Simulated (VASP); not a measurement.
Computed with optB88-vdW, VASP's PBE PAW potentials (set 64) (plane waves; VASP).

The input files of a VASP run:

File POSCAR:
```
Li
1
   -1.7450000000     1.7450000000     1.7450000000
    1.7450000000    -1.7450000000     1.7450000000
    1.7450000000     1.7450000000    -1.7450000000
Li
1
Direct
  0.0000000000   0.0000000000   0.0000000000
```

File KPOINTS:
```
K-points
0
G
 13 13 13
```

INCAR:
```
AGGAC = 0.0
ALGO = Normal
EDIFF = 1E-6
EDIFFG = -0.01
ENCUT = 520
GGA = BO
IBRION = 2
ISIF = 3
ISMEAR = 1
LASPH = T
LCHARG = F
LREAL = F
LUSE_VDW = T
LWAVE = F
NELM = 100
NSW = 60
PARAM1 = 0.1833333333
PARAM2 = 0.22
PREC = Accurate
SIGMA = 0.1
SYSTEM = Li
```

POTCAR, in this order: Li_sv (PBE.64 set). Program: vasp_std.

Output

**OUTCAR**
```
 ion  position               nearest neighbor table
   1  0.000  0.000  0.000-
  LATTYP: Found a body centered cubic cell.
 ALAT       =     3.4900000000
 Subroutine PRICEL returns:
 Original cell was already a primitive cell.
 Subroutine GETGRP returns: Found 48 space group operations
The static configuration has the point symmetry O_h .
The dynamic configuration has the point symmetry O_h .
 Subroutine INISYM returns: Found 48 space group operations
 Subroutine IBZKPT returns following result:
 Found     84 irreducible k-points:

 Following reciprocal coordinates:
            Coordinates               Weight
  0.000000  0.000000  0.000000      1.000000
  0.076923  0.000000  0.000000     12.000000
  0.153846  0.000000  0.000000     12.000000
  0.230769  0.000000  0.000000     12.000000
  0.307692  0.000000  0.000000     12.000000
  0.384615  0.000000  0.000000     12.000000
  0.461538  0.000000  0.000000     12.000000
  0.076923  0.076923  0.000000     24.000000
  0.153846  0.076923 -0.000000     48.000000
  0.230769  0.076923  0.000000     48.000000
  0.307692  0.076923 -0.000000     48.000000
  0.384615  0.076923  0.000000     48.000000
  0.461538  0.076923  0.000000     24.000000
  0.153846  0.153846  0.000000     24.000000
  0.230769  0.153846  0.000000     48.000000
  0.307692  0.153846  0.000000     48.000000
  0.384615  0.153846  0.000000     48.000000
  0.230769  0.230769  0.000000     24.000000
  0.307692  0.230769  0.000000     48.000000
  0.384615  0.230769  0.000000     24.000000
  0.307692  0.307692  0.000000     24.000000
  0.076923  0.076923  0.076923      8.000000
  0.153846  0.076923  0.076923     24.000000
  0.230769  0.076923  0.076923     24.000000
  0.307692  0.076923  0.076923     24.000000
  0.384615  0.076923  0.076923     24.000000
 -0.076923  0.076923  0.076923      6.000000
  0.153846  0.153846  0.076923     24.000000
  0.230769  0.153846  0.076923     48.000000
  0.307692  0.153846  0.076923     48.000000
  0.384615  0.153846  0.076923     24.000000
 -0.153846  0.153846  0.076923     24.000000
  0.230769  0.230769  0.076923     24.000000
  0.307692  0.230769  0.076923     48.000000
 -0.230769  0.230769  0.076923     24.000000
 -0.153846  0.230769  0.076923     24.000000
  0.307692  0.307692  0.076923      8.000000
 -0.307692  0.307692  0.076923     24.000000
 -0.230769  0.307692  0.076923     48.000000
 -0.384615  0.384615  0.076923     24.000000
   k-points           NKPTS =     84   k-points in BZ     NKDIM =     84   number of bands    NBANDS=      5
   number of dos      NEDOS =    301   number of ions     NIONS =      1
   total plane-waves  NPLWV =  13824
   dimension x,y,z NGX =    24 NGY =   24 NGZ =   24
   dimension x,y,z NGXF=    48 NGYF=   48 NGZF=   48
   ions per type =               1
   PREC   = accura    normal or accurate (medium, high low for compatibility)
   ISTART =      0    job   : 0-new  1-cont  2-samecut
   ICHARG =      2    charge: 1-file 2-atom 10-const
   ISPIN  =      1    spin polarized calculation?
   LNONCOLLINEAR =      F non collinear calculations
   LSORBIT =      F    spin-orbit coupling
   INIWAV =      1    electr: 0-lowe 1-rand  2-diag
   ENCUT  =  520.0 eV  38.22 Ry    6.18 a.u.   5.62  5.62  5.62*2*pi/ulx,y,z
   NELM   =    100;   NELMIN=  2; NELMDL= -5     # of ELM steps
   EDIFF  = 0.1E-05   stopping-criterion for ELM
   LREAL  =      F    real-space projection
   NLSPLINE    = F    spline interpolate recip. space projectors
   LMAXMIX     =    2 max onsite mixed and CHGCAR
   VOSKOWN=      0    Vosko Wilk Nusair interpolation
...
```

**OSZICAR**
```
       N       E                     dE             d eps       ncg     rms          rms(c)
DAV:   1     0.149936483011E+01    0.14994E+01   -0.70417E+02   845   0.415E+02
DAV:   2    -0.872593125032E+00   -0.23720E+01   -0.23002E+01  1195   0.594E+01
DAV:   3    -0.972810851645E+00   -0.10022E+00   -0.10017E+00  1070   0.890E+00
DAV:   4    -0.975716714238E+00   -0.29059E-02   -0.28927E-02  1125   0.133E+00
DAV:   5    -0.975755273754E+00   -0.38560E-04   -0.38559E-04  1070   0.136E-01    0.188E-01
DAV:   6    -0.976670336716E+00   -0.91506E-03   -0.58790E-04   985   0.225E-01    0.115E-01
DAV:   7    -0.977681726429E+00   -0.10114E-02   -0.20164E-03   935   0.399E-01    0.206E-02
DAV:   8    -0.977736351692E+00   -0.54625E-04   -0.17617E-04  1180   0.133E-01    0.527E-03
DAV:   9    -0.977737682340E+00   -0.13306E-05   -0.42553E-06  1110   0.190E-02    0.182E-03
DAV:  10    -0.977736734771E+00    0.94757E-06   -0.25213E-07   585   0.581E-03
   1 F= -.97773673E+00 E0= -.97773480E+00  d E =-.977737E+00
       N       E                     dE             d eps       ncg     rms          rms(c)
DAV:   1    -0.979487041956E+00   -0.17494E-02   -0.16505E-02  1170   0.139E+00    0.267E-01
DAV:   2    -0.979285777855E+00    0.20126E-03   -0.35130E-03   930   0.579E-01    0.190E-01
DAV:   3    -0.979013160117E+00    0.27262E-03   -0.12338E-03  1185   0.392E-01    0.935E-02
DAV:   4    -0.979153711733E+00   -0.14055E-03   -0.25533E-04   905   0.204E-01    0.120E-02
DAV:   5    -0.979158139396E+00   -0.44277E-05   -0.32109E-05  1120   0.502E-02    0.298E-03
DAV:   6    -0.979162323954E+00   -0.41846E-05   -0.73892E-07   865   0.121E-02    0.680E-04
DAV:   7    -0.979162984122E+00   -0.66017E-06   -0.46327E-08   435   0.361E-03
   2 F= -.97916298E+00 E0= -.97916164E+00  d E =-.142625E-02
       N       E                     dE             d eps       ncg     rms          rms(c)
DAV:   1    -0.981994910251E+00   -0.28326E-02   -0.72070E-02  1140   0.299E+00    0.550E-01
DAV:   2    -0.981435542203E+00    0.55937E-03   -0.17540E-02   940   0.127E+00    0.403E-01
DAV:   3    -0.980129286783E+00    0.13063E-02   -0.56341E-03  1160   0.863E-01    0.237E-01
DAV:   4    -0.980794153552E+00   -0.66487E-03   -0.14391E-03   930   0.498E-01    0.246E-02
DAV:   5    -0.980811551531E+00   -0.17398E-04   -0.16489E-04  1130   0.113E-01    0.799E-03
DAV:   6    -0.980824469590E+00   -0.12918E-04   -0.41101E-06   885   0.281E-02    0.132E-03
DAV:   7    -0.980825651840E+00   -0.11823E-05   -0.24254E-07   460   0.798E-03    0.255E-04
DAV:   8    -0.980825544752E+00    0.10709E-06   -0.41208E-08   420   0.306E-03
   3 F= -.98082554E+00 E0= -.98082563E+00  d E =-.308881E-02
       N       E                     dE             d eps       ncg     rms          rms(c)
DAV:   1    -0.981137900023E+00   -0.31225E-03   -0.12216E-02  1090   0.125E+00    0.225E-01
DAV:   2    -0.981140808309E+00   -0.29083E-05   -0.35448E-03   975   0.582E-01    0.172E-01
DAV:   3    -0.980769258668E+00    0.37155E-03   -0.11604E-03  1200   0.400E-01    0.129E-01
DAV:   4    -0.980972022070E+00   -0.20276E-03   -0.33917E-04   955   0.248E-01    0.108E-02
DAV:   5    -0.980977581921E+00   -0.55599E-05   -0.42770E-05  1100   0.575E-02    0.297E-03
DAV:   6    -0.980981364784E+00   -0.37829E-05   -0.80358E-07   835   0.125E-02    0.641E-04
DAV:   7    -0.980981901508E+00   -0.53672E-06   -0.56617E-08   430   0.366E-03
   4 F= -.98098190E+00 E0= -.98098267E+00  d E =-.324517E-02
```

File OUTCAR:
```
------------------------ aborting loop because EDIFF is reached ----------------------------------------
  FORCE on cell =-STRESS in cart. coord.  units (eV):
  Direction    XX          YY          ZZ          XY          YZ          ZX
  --------------------------------------------------------------------------------------
  Total        0.0007007      0.0007007      0.0007007      0.0000000      0.0000000     -0.0000000
  in kB        0.0561441      0.0561441      0.0561441      0.0000000      0.0000000     -0.0000000
  external PRESSURE =       0.0561441 kB  Pullay stress =       0.0000000 kB
  volume of cell :       20.00
      direct lattice vectors                 reciprocal lattice vectors
    -1.709873479  1.709873479  1.709873479     0.000000000  0.292419297  0.292419297
     1.709873479 -1.709873479  1.709873479     0.292419297  0.000000000  0.292419297
     1.709873479  1.709873479 -1.709873479     0.292419297  0.292419297  0.000000000
 POSITION                                       TOTAL-FORCE (eV/Angst)
 -----------------------------------------------------------------------------------
      1.70987      1.70987      1.70987        -0.000000     -0.000000      0.000000
 -----------------------------------------------------------------------------------
    total drift:                               -0.000000     -0.000000      0.000000
  FREE ENERGIE OF THE ION-ELECTRON SYSTEM (eV)
  ---------------------------------------------------
  free  energy   TOTEN  =        -0.9809819015 eV

  energy  without entropy=       -0.9809842162  energy(sigma->0) =       -0.98098267

 reached required accuracy - stopping structural energy minimisation
```
(Selected blocks of OUTCAR.)

CONTCAR:
```
Li
   1.00000000000000
    -1.7098734792990684    1.7098734792990684    1.7098734792990684
     1.7098734792990684   -1.7098734792990684    1.7098734792990684
     1.7098734792990684    1.7098734792990684   -1.7098734792990684
  Li
     1
Direct
     1.0000000000000000    1.0000000000000000    1.0000000000000000
```

### OUTCAR
```
 val. band max:        0.6758731444   @ k =  -0.3846   0.4615   0.0769

 cond. band min:       0.7192762909   @ k =   0.4615   0.0000   0.0000


 Fermi energy:         0.7118715411

 k-point     1 :       0.0000    0.0000    0.0000
  band No.  band energies     occupation
      1     -46.3055      2.00000
      2      -2.9241      2.00000
      3      15.2641      0.00000
      4      15.2641      0.00000
      5      15.2641      0.00000

 k-point     2 :       0.0769    0.0000    0.0000
  band No.  band energies     occupation
      1     -46.3042      2.00000
      2      -2.8115      2.00000
      3      14.5331      0.00000
      4      14.7413      0.00000
      5      15.0759      0.00000

 k-point     3 :       0.1538    0.0000    0.0000
  band No.  band energies     occupation
      1     -46.3011      2.00000
      2      -2.4733      2.00000
      3      12.4905      0.00000
      4      13.7208      0.00000
      5      14.5581      0.00000

 k-point     4 :       0.2308    0.0000    0.0000
  band No.  band energies     occupation
      1     -46.2967      2.00000
      2      -1.9104      2.00000
      3      10.0289      0.00000
      4      12.7286      0.00000
      5      13.8888      0.00000

 k-point     5 :       0.3077    0.0000    0.0000
  band No.  band energies     occupation
      1     -46.2920      2.00000
      2      -1.1312      2.00000
      3       7.6867      0.00000
      4      11.9322      0.00000
      5      13.2655      0.00000

 k-point     6 :       0.3846    0.0000    0.0000
  band No.  band energies     occupation
      1     -46.2881      2.00000
      2      -0.1794      2.00000
      3       5.6560      0.00000
      4      11.3859      0.00000
      5      12.8070      0.00000

 k-point     7 :       0.4615    0.0000    0.0000
  band No.  band energies     occupation
      1     -46.2859      2.00000
      2       0.7193      0.87505
      3       4.2097      0.00000
...
```

Energy and stress use the plane-wave basis of the starting cell.

The compound is Li in the bcc structure. This run relaxes it. Symmetry was kept, so distortions that lower it aren't found.
